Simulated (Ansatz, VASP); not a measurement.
**Nb2B in VASP and in Ansatz**

```
Nb B
1.0
     4.40760    0.00000    0.00000
    -2.20380    3.81710    0.00000
     0.00000    0.00000    2.66855
Nb B
2 1
Cartesian
  0.0000 2.5447 1.3343
  2.2038 1.2724 1.3343
  0.0000 0.0000 0.0000
```

The cell was built by a generator and needn't be a form met in nature.

Alike in both runs: task relaxation of cell and atoms; functional PBE; k mesh 7 × 7 × 10; occupations fermi-dirac, width 0.05 eV; no spin polarisation.

|  | VASP | Ansatz |
| --- | --- | --- |
| version | VASP 6.6.1 | Ansatz 0.2.0 |
| potentials or method | VASP PAW PBE potentials, release 64 (Nb_sv, B) | Ansatz PAW |
| plane-wave cutoff (eV) | 600 | 420 |
| valence electrons in the cell | 29 | 29 |

|  | VASP | Ansatz | Ansatz less VASP |
| --- | --- | --- | --- |
| gap on the k mesh at the Fermi level, each at its own relaxed structure (eV) | none | none | - |
| relaxed volume (Å³/atom) | 14.95 | 14.97 | +0.019 |
| relaxed cell length with the largest relative difference (Å) | 2.671 | 2.673 | +0.0017 |

A gap of «none» marks a metal or a gap that the smearing closes.

Caveats: the plane-wave basis is chosen anew once the cell has moved, so the energies of steps on either side of that aren't comparable (Ansatz).
